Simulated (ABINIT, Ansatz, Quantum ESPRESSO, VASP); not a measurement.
**Code comparison for ZnSe (F-43m, 2 atoms in the cell)**

Self-consistent single point.

```
CELL_PARAMETERS angstrom
      0.00000     2.83500     2.83500
      2.83500     0.00000     2.83500
      2.83500     2.83500     0.00000
ATOMIC_POSITIONS crystal
  Zn 0.00000 0.00000 0.00000
  Se 0.25000 0.25000 0.25000
```

All programs got the same cell, k-point mesh and kind of occupations (in Ansatz's words: kpoints.mp_grid.grid = 10 10 10; scf.occupations.method = fermi_dirac; scf.occupations.width = 0.01 eV); potentials, basis and cutoffs are each program's usual ones.

```
code                                                          model  pressure (GPa)  gap on the mesh (eV)  cutoff
----------------  -------------------------------------------------  --------------  --------------------  ------
Quantum ESPRESSO  PBE, SSSP 1.1.2 efficiency (PBE) pseudopotentials            1.87                 1.278   50 Ry
Ansatz                                       PBE, default PAW files            1.97                 1.283  420 eV
VASP                        PBE, VASP's PBE PAW potentials (set 64)               –                 1.280  300 eV
ABINIT                                  PBE, PAW (JTH v2.0 PBE PAW)            2.01                 1.287   30 Ha
```

A dash marks a value that a program does not give, or that is left out as unsure.

Gaps are read on the mesh.

The spread over the programs that give each value: pressure within 0.14 GPa; gap on the mesh within 0.009 eV.

The starting cell has typed, rounded lattice constants, without a prior relaxation at this level.

**Question.** Why do the programs differ, and what cannot be compared?

**Answer.** Differences of this kind can come from the potentials, where these differ, and from what each basis and cutoff leave unconverged. The valence holds different numbers of electrons (Quantum ESPRESSO 26, Ansatz (an electronic-structure program) 28, VASP 18, ABINIT 18). The zero of total energies and Fermi levels follows the potentials and each program's conventions, so they are not compared here. Ansatz's pressure is given at a fixed set of plane waves, as the other plane-wave codes print theirs; with its correction for the finite basis it is 2.02 GPa.

VASP's run is marked for a possible Pulay error in its stress at this cutoff; no cutoff test was made.

Left out of this page: GPAW, CP2K, Elk and FLEUR (not drawn, or without a comparable value); SIESTA (unsound by tests on forces, stress, charge or solver warnings).

Keys are those of Ansatz 0.2.
